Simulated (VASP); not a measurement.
Sr:

```
CELL_PARAMETERS angstrom
0.00000 3.03360 3.03360
3.03360 0.00000 3.03360
3.03360 3.03360 0.00000
ATOMIC_POSITIONS crystal
Sr 0.00000 0.00000 0.00000
```

* Program: VASP 6.6.1
* Task: relaxation of cell and atoms
* Functional: PBE
* Dispersion: D3(BJ)
* Potentials or basis: VASP PAW PBE potentials, release 64 (Sr_sv)
* Cutoff: 600 eV
* k mesh: 12 × 12 × 12
* Occupations: gaussian, width 0.1 eV
* Spin: no spin polarisation

At the start: pressure -0.7 GPa; volume 55.83 Å³/atom.

Task: How do energy, volume and symmetry change on relaxing?

Result: Over 4 steps the energy falls by 9.1 meV/atom and the volume is 52.16 Å³/atom (-6.6 %); space group Fm-3m (No. 225, to 0.05 Å).

The path:
```
step  energy change (eV)  largest force (eV/Å)  pressure (GPa)  volume (Å³)
   1              0.0000                0.0000           -0.75        55.83
   2             -0.0072                0.0000           -0.35        53.75
   3             -0.0090                0.0000           -0.03        52.30
   4             -0.0091                0.0000            0.00        52.16
```

Final structure:
```
CELL_PARAMETERS angstrom
0.00000 2.96549 2.96549
2.96549 0.00000 2.96549
2.96549 2.96549 0.00000
ATOMIC_POSITIONS crystal
Sr 0.00000 0.00000 0.00000
```

Caveat: pairwise dispersion overbinds metals, which lowers pressure and volume.
